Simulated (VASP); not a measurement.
Consider the following.

```
CELL_PARAMETERS angstrom
      4.73078     0.00000     0.00000
      0.00000     4.73078     0.00000
      0.00000     0.00000     4.73078
ATOMIC_POSITIONS crystal
  Ag 0.75000 0.25000 0.75000
  Ag 0.25000 0.75000 0.75000
  Ag 0.75000 0.75000 0.25000
  Ag 0.25000 0.25000 0.25000
  O  0.00000 0.00000 0.00000
  O  0.50000 0.50000 0.50000
```

Level of theory: LDA (Ceperley-Alder, Perdew-Zunger), VASP's LDA PAW potentials (set 64) (plane waves; VASP). Numerical set-up: 520 eV cut-off, 5×5×5 Γ-centred mesh, Gaussian smearing of 0.050 eV, potentials Ag O.

Q: What does the run give for the energy per atom (σ→0), pressure, band gap (on the k-mesh) with the smallest direct gap where there is one?

A: 
```yaml
band gap (on the k-mesh): none (metal, semimetal or under 0.01 eV)
energy per atom (σ→0): -4.430 eV/atom
pressure: -51.9 kbar
```

The compound is Ag2O in the cuprite structure. This cell is one point of a volume scan, at 1.06 of the reference volume.
